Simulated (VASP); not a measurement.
Input:

```xyz
8
Lattice="0.0000 2.7274 2.7274 2.7274 0.0000 2.7274 10.9029 10.9029 0.0067" Properties=species:S:1:pos:R:3 pbc="T T T"
Ga     2.7318     2.7318     5.4504
Ga     2.7225     2.7225     0.0050
P      1.3635     1.3635     1.3639
P      4.0839     4.0839     1.3710
P      6.8138     6.8138     1.3685
P      9.5446     9.5446     1.3651
Al     5.4486     5.4486     0.0062
Al    10.9082    10.9082     5.4563
```

The numbers are results of PBEsol GGA, VASP's PBE PAW potentials (set 64) (plane waves; VASP), not measurements. Run with 400 eV cut-off, 8×8×2 Γ-centred mesh, tetrahedra with Blöchl corrections, potentials Ga_d P Al.

Task: Estimate the energy per atom (σ→0), band gap (on the k-mesh) with the smallest direct gap where there is one.

Result: 
```
Item                                         Result
-----------------------------------  --------------
band gap (on the k-mesh)                    1.39 eV
smallest direct gap (on the k-mesh)         1.91 eV
energy per atom (σ→0)                -5227 meV/atom
```

The structure was generated: Al2Ga2P4 was put into an ordered model structure (R3m), which need not be its known phase. It was relaxed first.
